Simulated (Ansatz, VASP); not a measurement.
# Li2ICl: VASP beside Ansatz

The input INCAR:

```
SYSTEM = Li2ICl
ALGO = Normal
EDIFF = 1E-7
EDIFFG = -0.001
ENCUT = 600
GGA = PE
IBRION = 2
ISIF = 3
ISMEAR = 0
LASPH = .TRUE.
LCHARG = .FALSE.
LREAL = .FALSE.
LWAVE = .FALSE.
NELM = 100
NSW = 80
PREC = Accurate
SIGMA = 0.01
```

The input KPOINTS:

```
k-points
0
G
  6 6 4
  0 0 0
```

POSCAR

```
Li2ICl
1.0
    4.0326862299      0.0000000000      0.0000000000
    0.0000000000      4.0326862299      0.0000000000
    0.0000000000      0.0000000000      5.5933598486
Li I Cl
2 1 1
Direct
    0.0000000000      0.0000000000      0.0000000000
    0.5000000000      0.5000000000      0.5000000000
    0.5000000000      0.5000000000      0.0000000000
    0.0000000000      0.0000000000      0.5000000000
```

Input for Ansatz:

```yaml
crystal:
  lattice:
    - [4.0326862299, 0.0, 0.0]
    - [0.0, 4.0326862299, 0.0]
    - [0.0, 0.0, 5.5933598486]
  atoms:
    - { symbol: Li, position: [0.0, 0.0, 0.0] }
    - { symbol: Li, position: [0.5, 0.5, 0.5] }
    - { symbol: I, position: [0.5, 0.5, 0.0] }
    - { symbol: Cl, position: [0.0, 0.0, 0.5] }
basis:
  ecutwfc: 420
kpoints:
  mp_grid: { grid: [6, 6, 4] }
hamiltonian:
  xc: pbe
scf:
  occupations: { method: fixed }
output:
  forces: true
  stress: true
  eigenvalues: true
relax:
  adjacent_minimum: "off"
  f_tol: 0.001
  max_steps: 60
  cell: { stress_tol: 0.01 }
```

Alike in both runs: task relaxation of cell and atoms; functional PBE; k mesh 6 × 6 × 4; no spin polarisation.

|  | VASP | Ansatz |
| --- | --- | --- |
| version | VASP 6.6.1 | Ansatz 0.2.0 |
| potentials or method | VASP PAW PBE potentials, release 64 (Li_sv, I, Cl) | scalar-relativistic, plane waves, PAW |
| plane-wave cutoff (eV) | 600 | 420 |
| occupations | gaussian, width 0.01 eV | fixed |
| valence electrons in the cell | 20 | 30 |

```csv
,VASP,Ansatz,Ansatz less VASP
"gap on the k mesh at the Fermi level, each at its own relaxed structure (eV)",4.64,4.63,-0.007
relaxed volume (Å³/atom),22.69,22.74,+0.050
relaxed cell length with the largest relative difference (Å),5.589,5.593,+0.0044
```

The two sets of potentials don't hold the same shells in valence.

Caveats: the cutoff is under 1.25 times the usual one of these potentials, so pressure, stress and relaxed cells hold a basis-set (Pulay) error (VASP); spin-orbit coupling is left out, which moves the levels of the heavy elements. A k mesh can miss the band edges.
